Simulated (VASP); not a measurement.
Calculation: HSE06 screened hybrid, VASP's PBE PAW potentials (set 64) (plane waves; VASP).

The input files of a VASP run:

File KPOINTS_OPT:
```
named points and PBE's band edges
6
Reciprocal
  0.000000   0.000000   0.000000 1 ! GAMMA
  0.500000   0.500000   0.500000 1 ! R
  0.500000   0.500000   0.000000 1 ! M
  0.000000   0.500000   0.000000 1 ! X
  0.000000   0.035710   0.000000 1 ! near an edge
  0.035710   0.035710   0.000000 1 ! near an edge
```

POSCAR:
```
Ca3MgO4
1
    4.7264188593     0.0000000000     0.0000000000
    0.0000000000     4.7264188593     0.0000000000
    0.0000000000     0.0000000000     4.7264188593
Mg O Ca
1 4 3
Direct
  0.0000000000   0.0000000000   0.0000000000
  0.5000000000   0.5000000000   0.5000000000
  0.0000000000   0.0000000000   0.5000000000
  0.0000000000   0.5000000000   0.0000000000
  0.5000000000   0.0000000000   0.0000000000
  0.5000000000   0.5000000000   0.0000000000
  0.5000000000   0.0000000000   0.5000000000
  0.0000000000   0.5000000000   0.5000000000
```

**KPOINTS**
```
kpoints
0
Gamma
4 4 4
0 0 0
```

### INCAR
```
AEXX  =  0.25
ALGO  =  Normal
EDIFF  =  1E-6
ENCUT  =  500
GGA  =  PE
HFSCREEN  =  0.2
ISIF  =  2
ISMEAR  =  0
ISYM  =  3
LASPH  =  T
LCHARG  =  F
LHFCALC  =  T
LREAL  =  F
LWAVE  =  F
NELM  =  60
PREC  =  Accurate
PRECFOCK  =  Fast
SIGMA  =  0.05
SYSTEM  =  Ca3MgO4
```

POTCAR, in this order: Mg O Ca_sv (PBE.64 set). Program: vasp_std. Read from the step before: WAVECAR.

What VASP printed:

### OUTCAR
```
 ion  position               nearest neighbor table
   1  0.000  0.000  0.000-   3 2.36   4 2.36   5 2.36   3 2.36   4 2.36   5 2.36   6 3.34   7 3.34
                             8 3.34   7 3.34   6 3.34   8 3.34   8 3.34   8 3.34   6 3.34   7 3.34
   2  0.500  0.500  0.500-   6 2.36   7 2.36   8 2.36   6 2.36   7 2.36   8 2.36
   3  0.000  0.000  0.500-   1 2.36   7 2.36   8 2.36   1 2.36   8 2.36   7 2.36
   4  0.000  0.500  0.000-   1 2.36   6 2.36   8 2.36   8 2.36   1 2.36   6 2.36
   5  0.500  0.000  0.000-   1 2.36   6 2.36   7 2.36   7 2.36   6 2.36   1 2.36
   6  0.500  0.500  0.000-   2 2.36   4 2.36   5 2.36   2 2.36   5 2.36   4 2.36   1 3.34   1 3.34
                             1 3.34   1 3.34
   7  0.500  0.000  0.500-   2 2.36   3 2.36   5 2.36   5 2.36   2 2.36   3 2.36   1 3.34   1 3.34
                             1 3.34   1 3.34
   8  0.000  0.500  0.500-   2 2.36   3 2.36   4 2.36   4 2.36   3 2.36   2 2.36   1 3.34   1 3.34
                             1 3.34   1 3.34
  LATTYP: Found a simple cubic cell.
 ALAT       =     4.7264188593
 Subroutine PRICEL returns:
 Original cell was already a primitive cell.
 Subroutine GETGRP returns: Found 48 space group operations
The static configuration has the point symmetry O_h .
The dynamic configuration has the point symmetry O_h .
 Subroutine INISYM returns: Found 48 space group operations
 Subroutine IBZKPT returns following result:
 Found     10 irreducible k-points:

 Following reciprocal coordinates:
            Coordinates               Weight
  0.000000  0.000000  0.000000      1.000000
  0.250000  0.000000  0.000000      6.000000
  0.500000  0.000000  0.000000      3.000000
  0.250000  0.250000  0.000000     12.000000
  0.500000  0.250000  0.000000     12.000000
  0.500000  0.500000  0.000000      3.000000
  0.250000  0.250000  0.250000      8.000000
  0.500000  0.250000  0.250000     12.000000
  0.500000  0.500000  0.250000      6.000000
  0.500000  0.500000  0.500000      1.000000
 Subroutine IBZKPT_HF returns following result:
   k-points           NKPTS =     10   k-points in BZ     NKDIM =     64   number of bands    NBANDS=     33
   number of dos      NEDOS =    301   number of ions     NIONS =      8
   total plane-waves  NPLWV =  46656
...
```

**OSZICAR**
```
       N       E                     dE             d eps       ncg     rms          rms(c)
DAV:   1    -0.579703161943E+02   -0.57970E+02   -0.19412E+00   766   0.944E+00    0.856E-01
DAV:   2    -0.579780738130E+02   -0.77576E-02   -0.11350E-01   802   0.253E+00    0.564E-01
DAV:   3    -0.579697287206E+02    0.83451E-02   -0.29162E-02   830   0.122E+00    0.383E-01
DAV:   4    -0.579690633661E+02    0.66535E-03   -0.57528E-03   918   0.448E-01    0.262E-01
DAV:   5    -0.579683528359E+02    0.71053E-03   -0.12337E-03   880   0.220E-01    0.121E-01
DAV:   6    -0.579682074539E+02    0.14538E-03   -0.23825E-04   846   0.966E-02    0.628E-02
DAV:   7    -0.579681486801E+02    0.58774E-04   -0.51295E-05  1042   0.495E-02    0.392E-02
DAV:   8    -0.579681338995E+02    0.14781E-04   -0.22842E-05   915   0.295E-02    0.248E-02
DAV:   9    -0.579681303634E+02    0.35361E-05   -0.45873E-06   707   0.170E-02    0.144E-02
DAV:  10    -0.579681298508E+02    0.51254E-06   -0.14158E-06   512   0.997E-03
   1 F= -.57968130E+02 E0= -.57968130E+02  d E =-.431081E-15
       N       E                     dE             ncg
```

File OUTCAR:
```
------------------------ aborting loop because EDIFF is reached ----------------------------------------
  FORCE on cell =-STRESS in cart. coord.  units (eV):
  Direction    XX          YY          ZZ          XY          YZ          ZX
  --------------------------------------------------------------------------------------
  Total       -1.6581525     -1.6581525     -1.6581525     -0.0000000      0.0000000      0.0000000
  in kB      -25.1616111    -25.1616111    -25.1616111     -0.0000000      0.0000000      0.0000000
  external PRESSURE =     -25.1616111 kB  Pullay stress =       0.0000000 kB
  volume of cell :      105.58
      direct lattice vectors                 reciprocal lattice vectors
     4.726418859  0.000000000  0.000000000     0.211576678  0.000000000  0.000000000
     0.000000000  4.726418859  0.000000000     0.000000000  0.211576678  0.000000000
     0.000000000  0.000000000  4.726418859     0.000000000  0.000000000  0.211576678
 POSITION                                       TOTAL-FORCE (eV/Angst)
 -----------------------------------------------------------------------------------
      0.00000      0.00000      0.00000         0.000000      0.000000      0.000000
      2.36321      2.36321      2.36321         0.000000      0.000000      0.000000
      0.00000      0.00000      2.36321         0.000000      0.000000      0.000000
      0.00000      2.36321      0.00000         0.000000      0.000000      0.000000
      2.36321      0.00000      0.00000         0.000000      0.000000      0.000000
      2.36321      2.36321      0.00000         0.000000      0.000000      0.000000
      2.36321      0.00000      2.36321         0.000000      0.000000      0.000000
      0.00000      2.36321      2.36321         0.000000      0.000000      0.000000
 -----------------------------------------------------------------------------------
    total drift:                               -0.000016     -0.000017     -0.000018
  FREE ENERGIE OF THE ION-ELECTRON SYSTEM (eV)
  ---------------------------------------------------
  free  energy   TOTEN  =       -57.9681298508 eV

  energy  without entropy=      -57.9681298508  energy(sigma->0) =      -57.96812985

  exchange ACFDT corr.  =         0.00000000  see jH, gK, PRB 81, 115126
```
(Selected blocks of OUTCAR.)

The structure was generated: Ca3MgO4 was put into an ordered model structure (Pm-3m), which need not be its known phase. It was relaxed first.
